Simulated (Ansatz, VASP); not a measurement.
# Cross-check of CoSi between VASP and Ansatz, part 2 of 2

Aim: how closely do two programs agree when they are given the same cell, functional and k mesh? The cell is taken from a series of runs on this material, whose earlier steps may have relaxed, scaled, displaced or heated it; both programs get it as it stands.

VASP 6.6.1 and Ansatz 0.2.0.

So far: The starting structure; VASP: relaxation of cell and atoms, PBE.

### Step 3. Ansatz: relaxation of cell and atoms, PBE

Level of this step: Ansatz beside VASP: Kohn-Sham DFT, plane waves, PBE (Ansatz).

Ansatz runs on its PAW soft_1 files.

The same cell, functional, mesh and smearing now go to Ansatz, which takes its cutoff from its data sets.

Contents of input.yaml:

```yaml
crystal:
  lattice:
    - [4.4312512527, 0.0, 0.0]
    - [0.0, 4.4312512527, 0.0]
    - [0.0, 0.0, 4.4312512527]
  atoms:
    - { symbol: Co, position: [0.1450065509, 0.1450065509, 0.1450065509] }
    - { symbol: Co, position: [0.3549934491, 0.8549934491, 0.6450065509] }
    - { symbol: Co, position: [0.6450065509, 0.3549934491, 0.8549934491] }
    - { symbol: Co, position: [0.8549934491, 0.6450065509, 0.3549934491] }
    - { symbol: Si, position: [0.8431655068, 0.8431655068, 0.8431655068] }
    - { symbol: Si, position: [0.6568344932, 0.1568344932, 0.3431655068] }
    - { symbol: Si, position: [0.3431655068, 0.6568344932, 0.1568344932] }
    - { symbol: Si, position: [0.1568344932, 0.3431655068, 0.6568344932] }
kpoints:
  mp_grid: { grid: [6, 6, 6] }
hamiltonian:
  xc: pbe
  pseudopotentials: { kind: paw, azcp: { folder: soft_1 } }
scf:
  occupations: { method: methfessel_paxton, width: 0.2 }
output:
  forces: true
  stress: true
  eigenvalues: true
relax:
  adjacent_minimum: "off"
  f_tol: 0.001
  max_steps: 60
  cell: { stress_tol: 0.01 }
```

The run is started by

```sh
$ ansatz run input.yaml --threads 16 --pin off --max-ram 92160MiB --backend cuda --events-out ev --progress --plain --runs-dir out --max-vram 78GiB
```

Numbers of over 12 decimals in the logs are rounded to 6 here.

Output:

```text
Engine: ansatz 0.2.0, aarch64-unknown-linux-gnu
Pseudopotentials: kind: paw
Pseudopotential: Co, paw, valence charge 17, recommended cutoff 420 eV (normal), soft_1/Co.paw.azcp
Pseudopotential: Si, paw, valence charge 4, recommended cutoff 420 eV (normal), soft_1/Si.paw.azcp
Functional definition: PBE
  parameter kappa = 0.804
  parameter beta = 0.066725
  exchange = pbe_x(kappa = kappa, mu = beta*pi^2/3)
  correlation = pbe_c(beta = beta)
[...]
Crystal: 8 atoms, lattice volume = 87.012 Å³
Basis set: ecut = 420 eV, 1743 PW (Γ), exchange–correlation on 60×60×60 points (8 copies of the dense FFT grid, shifted against one another)
Bands: 51, of which v1, the nominal top of the filled ones, is band 42 counted from 1 (41 counted from 0)
Symmetry: 12 space group operations
Space group: P213 (ITA 198), of the structure as read, at distance tolerance 4.4e-5 Å
k-points: 24 of 216 (time reversal used)
Non-local potential: Co, projectors of the file, l = 0: 3, l = 1: 2, l = 2: 3, l = 3: 1
Non-local potential: Si, projectors of the file, l = 0: 2, l = 1: 2, l = 2: 1
PAW form: soft (Blöchl's): semilocal exchange-correlation on the pseudo side does not see the compensation charge
PAW one-centre angular grid: Co, 590 points (default); XC on 64 Gauss nodes
PAW one-centre angular grid: Si, 110 points (default); XC on 64 Gauss nodes
Initial density: superposition of atomic densities (chi_scale 0.1, normalization cell, long waves kept (reshape's long-wave potential 0.00 eV rms))
Initial wavefunctions: pseudopotential atomic-orbital guess
[...]
Functional: x = pbe(κ = 0.804, μ = 0.219515), c = pbe(β = 0.066725)
SCF iter   1: F=—  HF=-23054.350061 eV  |F-HF|=—  |Δ(HF+E_count)|=         —  Δρ=1.14e-1  dr2=1.11e1  ethr=3.10e-3  ⟨swp⟩=7.5  Hψ=4893  notcnv=0
preconditioner: auto → Kerker (q_TF=auto, 2.712 Å⁻¹)  [metal: Δε(μ)=0.056 eV  Ē_g=6.919 eV  σ=0.200 eV  W_gap=0.23  n_scr=26 (ndim 8)  ℏωp=28.7 eV  f_vac=0.000  D(μ)=1.61/eV (n_scr^D=6)]
SCF iter   2: F=—  HF=-23053.454869 eV  |F-HF|=—  |Δ(HF+E_count)|=   8.95e-1  S|Δr|=    0.00e0  Δρ=5.32e-2  dr2=3.22e0  ethr=3.10e-3  ⟨swp⟩=3.0  Hψ=2150  notcnv=0  defer=72
[...]
SCF iter   9: F=-23052.700417 eV  HF=-23052.700417 eV  |F-HF|=7.66e-9  |Δ(HF+E_count)|=   3.59e-8  S|Δr|=    0.00e0  Δρ=3.30e-6  dr2=1.10e-8  ethr=1.11e-10  ⟨swp⟩=3.0  Hψ=4392  notcnv=0
SCF 1 converged in 9 iterations: F = -23052.700417 eV  dr2 = 1.10e-8
  greatest PAW one-centre occupation: 1.000 electrons in one spin orbital (limit 2), on the Co atom at site 2 (counted from 0), in its partial waves of l = 1
relax step   1: F+E_penalty+E_count = -23052.70041661 eV  Δ(F+E_penalty+E_count) = +0.000e0 eV  max|allowed force component| = 9.228e-4 eV/Å  Δτ_max = 0.0000 Å  P = -0.078 GPa  Ω = 87.012 Å³  (9 SCF iters, dr2 threshold 1.00e-7 eV, accepted)
[...]
relax step   2: F+E_penalty+E_count = -23052.70043254 eV  Δ(F+E_penalty+E_count) = -1.593e-5 eV  max|allowed force component| = 8.955e-4 eV/Å  Δτ_max = 0.0001 Å  P = -0.035 GPa  Ω = 86.995 Å³  energy of the carried Pulay correction = +9.439e-6 eV  (3 SCF iters, dr2 threshold 1.52e-8 eV, accepted)
[...]
relax step   3: F+E_penalty+E_count = -23052.70044326 eV  Δ(F+E_penalty+E_count) = -1.072e-5 eV  max|allowed force component| = 4.653e-4 eV/Å  Δτ_max = 0.0001 Å  P = +0.003 GPa  Ω = 86.980 Å³  energy of the carried Pulay correction = +1.791e-5 eV  (4 SCF iters, dr2 threshold 3.04e-9 eV, accepted)
[...]
relax step   4: F+E_penalty+E_count = -23052.70044326 eV  Δ(F+E_penalty+E_count) = +1.281e-9 eV  max|allowed force component| = 4.625e-4 eV/Å  Δτ_max = 0.0000 Å  P = +0.002 GPa  Ω = 86.980 Å³  stress off target by 2.23e-3 GPa  SCF on the basis re-selected at this cell (its energy is not comparable with the rows above)  (7 SCF iters)
[...]
SCF converged after 7 iterations
[...]
Fermi energy:    16.675029 eV
Step filling:    the computed levels leave a gap of 0.0337 eV = 0.2 smearing widths at the electron count; against every level under it full and every level over it empty, smearing changes F+E_penalty+E_count by +6.038 meV and its σ→0 estimate by +1.198 meV
--- Per-component energies (eV) ---
  E_band       = -947.274993
  E_kinetic    = 1366.876892
  E_local      = -13482.057707  (includes V_loc(G=0)·N_el)
  E_nonlocal   = 1839.391779
  E_hartree    = 6136.951480
  E_xc         = -607.072333
  E_vxc        = -682.865233  (∫ρ·V_xc dr)
  E_paw        = -8351.879533  (= ΣΔE_a)
  E_vpaw       = -2262.523795  (= ΣTr[D̂ρ^β])
  E_aug_tail   = 0.000058  (compensation charges beyond the density's cutoff)
  E_ewald      = -9954.930439
  E_smearing   = 0.019361  (= −TS)
  E_closure    = -0.000000  (closes the sum)
  Σ components = -23052.700443   (vs F -23052.700443, Δ=0.00e0)
--- Forces (eV/Å), atoms counted from 1 ---
  atom   1  Co     0.00046246     0.00046246     0.00046246
  atom   2  Co    -0.00046246    -0.00046246     0.00046246
  atom   3  Co     0.00046246    -0.00046246    -0.00046246
  atom   4  Co    -0.00046246     0.00046246    -0.00046246
  atom   5  Si     0.00008584     0.00008584     0.00008584
  atom   6  Si    -0.00008584    -0.00008584     0.00008584
  atom   7  Si     0.00008584    -0.00008584    -0.00008584
  atom   8  Si    -0.00008584     0.00008584    -0.00008584
  max |Σ_I F_I| component: 3.70e-17 eV/Å
--- Stress (GPa, compression-positive) ---
        0.002235      -0.000000       0.000000
       -0.000000       0.002235       0.000000
        0.000000       0.000000       0.002235
  P = ⅓ Tr σ = 0.0022 GPa (0.022 kbar)
--- Band table (eV; the first three rows and the last of 24) ---
  k-point 0: bands = [... 38 lower, 15.9000, 15.9000, 16.6736, 16.6736, 16.6736, 19.1737, 19.1737, 19.1737, ... 5 higher]
  k-point 1: bands = [... 38 lower, 15.9082, 15.9781, 16.4418, 16.5921, 17.1158, 18.5459, 18.6718, 18.9241, ... 5 higher]
  k-point 2: bands = [... 38 lower, 15.9486, 16.0193, 16.2962, 16.3786, 17.5435, 18.0849, 18.2272, 18.3773, ... 5 higher]
  k-point 23: bands = [... 38 lower, 15.4564, 15.4564, 16.4592, 16.4592, 16.4592, 16.4592, 22.0591, 22.0591, ... 5 higher]
--- Relaxed structure (3 steps of the walk, 3 accepted, 1 SCFs on fresh bases) ---
  F+E_penalty+E_count = -23052.70044326 eV   max|allowed force component| = 4.625e-4 eV/Å   (the final SCF, on the basis selected at the relaxed cell)
  cell:  # Å, volume = 86.9796 Å³
    - [4.430701, 0, 0]
    - [0, 4.430701, 0]
    - [0, 0, 4.430701]
  atoms:
    - { symbol: Co, position: [0.145035, 0.145035, 0.145035] }
    - { symbol: Co, position: [0.354965, 0.854965, 0.645035] }
    - { symbol: Co, position: [0.645035, 0.354965, 0.854965] }
    - { symbol: Co, position: [0.854965, 0.645035, 0.354965] }
    - { symbol: Si, position: [0.843162, 0.843162, 0.843162] }
    - { symbol: Si, position: [0.656838, 0.156838, 0.343162] }
    - { symbol: Si, position: [0.343162, 0.656838, 0.156838] }
    - { symbol: Si, position: [0.156838, 0.343162, 0.656838] }
```

### Step 4. Comparison

Known differences besides the potentials themselves: the data sets hold 84 valence electrons in Ansatz (on its PAW soft_1 files) and 52 in VASP; the cutoff is 420 eV in Ansatz and 600 eV in VASP; Ansatz adds a Pulay correction to the stress that steers its cell, VASP none. Total energies have different zeros and are not compared.

Both answers:

```
                                         quantity  Ansatz   VASP  difference
                                      volume (Å³)   86.98  86.92     +0.07 %
edge a after relaxation, in the typed setting (Å)   4.431  4.430     +0.02 %
```

### Step 5. Outcome

```json
{
  "difference in volume (relaxation of cell and atoms, PBE)": "0.074 %"
}
```

In words: The difference in volume is 0.074 % (relaxation of cell and atoms, PBE), within the 1.2 % picked in this series as the mark of a large difference, as far as the stopping tolerances let one tell. The data sets hold unlike numbers of valence electrons (84 in Ansatz and 52 in VASP), so part of the differences comes from the potentials. Such differences can come from data sets, numerical settings and the points named under the comparisons, not from the functional's error against experiment.

[Lines on the potential files, build, host, timing and source positions are cut from VASP's logs without a mark.]

[Logs are printed without paths, hosts, clocks, repeated set-up lines and the standing remarks that a program may print on its own settings, such as how far it seeks lower states.]

[Hosts, paths, dates, database ids (printed as entryN), source tags and the programs' standing remarks are cut or masked in the printed files.]
